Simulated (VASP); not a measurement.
Computed with RPBE GGA, VASP's PBE PAW potentials (set 64) (plane waves; VASP).

The input files of a VASP run:

File POSCAR:
```
SrVO3
1.0
  3.8197361005   0.0000000000   0.0000000000
  0.0000000000   3.8197361005   0.0000000000
  0.0000000000   0.0000000000   3.8197361005
Sr V O
1 1 3
Cart
  0.0000000000   0.0000000000   0.0000000000
  1.9098680503   1.9098680503   1.9098680503
  1.9098680503   0.0000000000   1.9098680503
  0.0000000000   1.9098680503   1.9098680503
  1.9098680503   1.9098680503   0.0000000000
```

File KPOINTS:
```
kpoints
0
Gamma
 8 8 8
0 0 0
```

**INCAR**
```
! general
SYSTEM =SrVO3
PREC   =Accurate
ENCUT  =520
LREAL  =.FALSE.
LASPH  =.TRUE.

! electronic loop
EDIFF  =1E-7
NELM   =100
ALGO   =Normal
LMAXMIX=4

! smearing
ISMEAR =1
SIGMA  =0.1

! functional
GGA    =RP

! ions
ISIF   =2

! output
LWAVE  =.FALSE.
LCHARG =.FALSE.
```

POTCAR, in this order: Sr_sv V_sv O (PBE.64 set). Program: vasp_std.

Output

OUTCAR:
```
 ion  position               nearest neighbor table
   1  0.000  0.000  0.000-   3 2.70   4 2.70   5 2.70   3 2.70   4 2.70   4 2.70   5 2.70   4 2.70
                             3 2.70   5 2.70   3 2.70   5 2.70   2 3.31   2 3.31   2 3.31   2 3.31
   2  0.500  0.500  0.500-   3 1.91   4 1.91   5 1.91   5 1.91   3 1.91   4 1.91   1 3.31   1 3.31
                             1 3.31   1 3.31   1 3.31   1 3.31   1 3.31   1 3.31
   3  0.500  0.000  0.500-   2 1.91   2 1.91   1 2.70   1 2.70   1 2.70   1 2.70
   4  0.000  0.500  0.500-   2 1.91   2 1.91   1 2.70   1 2.70   1 2.70   1 2.70
   5  0.500  0.500  0.000-   2 1.91   2 1.91   1 2.70   1 2.70   1 2.70   1 2.70
  LATTYP: Found a simple cubic cell.
 ALAT       =     3.8197361005
 Subroutine PRICEL returns:
 Original cell was already a primitive cell.
 Subroutine GETGRP returns: Found 48 space group operations
The static configuration has the point symmetry O_h .
The dynamic configuration has the point symmetry O_h .
 Subroutine INISYM returns: Found 48 space group operations
 Subroutine IBZKPT returns following result:
 Found     35 irreducible k-points:

 Following reciprocal coordinates:
            Coordinates               Weight
  0.000000  0.000000  0.000000      1.000000
  0.125000  0.000000  0.000000      6.000000
  0.250000  0.000000  0.000000      6.000000
  0.375000  0.000000  0.000000      6.000000
...
```

File OSZICAR:
```
       N       E                     dE             d eps       ncg     rms          rms(c)
DAV:   1     0.463909840023E+03    0.46391E+03   -0.24148E+04  1680   0.180E+03
DAV:   2    -0.186571714665E+02   -0.48257E+03   -0.47771E+03  2136   0.495E+02
DAV:   3    -0.465170729669E+02   -0.27860E+02   -0.26927E+02  1776   0.129E+02
DAV:   4    -0.473841220194E+02   -0.86705E+00   -0.86628E+00  2944   0.197E+01
DAV:   5    -0.473917775709E+02   -0.76556E-02   -0.76564E-02  1984   0.151E+00    0.398E+01
DAV:   6    -0.384874427673E+02    0.89043E+01   -0.93279E+01  2280   0.748E+01    0.181E+01
DAV:   7    -0.376386321700E+02    0.84881E+00   -0.29287E+01  1928   0.491E+01    0.175E+01
DAV:   8    -0.370237975256E+02    0.61483E+00   -0.32192E+00  1912   0.166E+01    0.407E+00
DAV:   9    -0.370566603045E+02   -0.32863E-01   -0.30121E-01  2224   0.393E+00    0.177E+00
DAV:  10    -0.370462543404E+02    0.10406E-01   -0.23461E-01  1848   0.461E+00    0.782E-01
DAV:  11    -0.370409169015E+02    0.53374E-02   -0.46213E-02  1816   0.191E+00    0.277E-01
DAV:  12    -0.370407183234E+02    0.19858E-03   -0.36030E-03  1992   0.572E-01    0.861E-02
DAV:  13    -0.370407255066E+02   -0.71832E-05   -0.28461E-04  2040   0.151E-01    0.169E-02
DAV:  14    -0.370407319764E+02   -0.64698E-05   -0.40277E-05  2096   0.453E-02    0.232E-02
DAV:  15    -0.370407307671E+02    0.12093E-05   -0.21462E-05  1920   0.412E-02    0.700E-03
DAV:  16    -0.370407309679E+02   -0.20076E-06   -0.24377E-06  1760   0.128E-02    0.163E-03
DAV:  17    -0.370407309314E+02    0.36435E-07   -0.17081E-07  1360   0.303E-03
   1 F= -.37040731E+02 E0= -.37040009E+02  d E =-.216565E-02
```

**OUTCAR**
```
------------------------ aborting loop because EDIFF is reached ----------------------------------------
  FORCE on cell =-STRESS in cart. coord.  units (eV):
  Direction    XX          YY          ZZ          XY          YZ          ZX
  --------------------------------------------------------------------------------------
  Total        4.0864181      4.0864181      4.0864181      0.0000000     -0.0000000      0.0000000
  in kB      117.4771221    117.4771221    117.4771221      0.0000000     -0.0000000      0.0000000
  external PRESSURE =     117.4771221 kB  Pullay stress =       0.0000000 kB
  volume of cell :       55.73
      direct lattice vectors                 reciprocal lattice vectors
     3.819736101  0.000000000  0.000000000     0.261798191  0.000000000  0.000000000
     0.000000000  3.819736101  0.000000000     0.000000000  0.261798191  0.000000000
     0.000000000  0.000000000  3.819736101     0.000000000  0.000000000  0.261798191
 POSITION                                       TOTAL-FORCE (eV/Angst)
 -----------------------------------------------------------------------------------
      0.00000      0.00000      0.00000         0.000000      0.000000      0.000000
      1.90987      1.90987      1.90987         0.000000      0.000000      0.000000
      1.90987      0.00000      1.90987         0.000000      0.000000      0.000000
      0.00000      1.90987      1.90987         0.000000      0.000000      0.000000
      1.90987      1.90987      0.00000         0.000000      0.000000      0.000000
 -----------------------------------------------------------------------------------
    total drift:                                0.000000      0.000000      0.000000
  FREE ENERGIE OF THE ION-ELECTRON SYSTEM (eV)
  ---------------------------------------------------
  free  energy   TOTEN  =       -37.0407309314 eV

  energy  without entropy=      -37.0385652841  energy(sigma->0) =      -37.04000905
```
(Selected blocks of OUTCAR.)

The compound is SrVO3 in the cubic perovskite structure. This cell is one point of a volume scan, at 0.94 of the reference volume. The run is not spin-polarised, so no magnetic state was tried. The electron count is odd and the run is not spin-polarised, which forces a metal.
